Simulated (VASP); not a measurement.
# MgO (Periclase): band structure with PBE

**What was measured.**

“Electronic structure of alkaline earth and post-transition metal oxides”, 2009, arxiv:0908.1581 quotes, for a bulk crystal of MgO: band gap 7.83 eV.

The system is MgO (Periclase).

```
CELL_PARAMETERS angstrom
0.00000 2.10392 2.10392
2.10392 0.00000 2.10392
2.10392 2.10392 0.00000
ATOMIC_POSITIONS crystal
Mg 0.00000 0.00000 0.00000
O 0.50000 0.50000 0.50000
```

```json
{
 "Program": "VASP 6.6.1",
 "Task": "band structure",
 "Functional": "PBE",
 "Potentials or basis": "VASP PAW PBE potentials, release 64 (Mg, O)",
 "Cutoff": "520 eV",
 "k mesh": "8 × 8 × 8",
 "Occupations": "gaussian, width 0.03 eV",
 "Spin": "no spin polarisation",
 "Grid for exact exchange (PRECFOCK)": "Fast",
 "Further INCAR settings": "ALGO = Normal; EDIFF = 1e-07; NBANDS = 11"
}
```

```json
{
  "Pressure": "4.5 GPa",
  "Band gap on the k mesh": "4.76 eV, direct",
  "Band gap along the path": "4.76 eV, direct"
}
```

Levels at points of the mesh, in eV from the valence-band top:
```tsv
k point	band 1	band 2	band 3	band 4	band 5	band 6	band 7	band 8	band 9
(0.00, 0.00, 0.00)	-17.28	0.00	0.00	0.00	4.76	15.82	15.82	15.82	19.74
(0.50, 0.00, 0.00)	-15.99	-4.63	-0.66	-0.66	7.92	12.64	16.34	16.34	20.94
(0.50, 0.50, 0.00)	-15.73	-4.10	-1.35	-1.35	9.12	10.00	13.13	19.02	19.02
```

It took 2.5 s on 4 MPI ranks on Intel(R) Xeon(R) Platinum 8488C (Sapphire Rapids), on a shared host, peak memory 0.13 GiB a rank.

Against the measured gap of MgO, 7.83 eV (quoted in “Electronic structure of alkaline earth and post-transition metal oxides”, 2009, arxiv:0908.1581), the calculated 4.76 eV is off by -3.07 eV. The value is that of PBE, without temperature or zero-point motion. Semilocal functionals fall short of measured gaps as a rule.
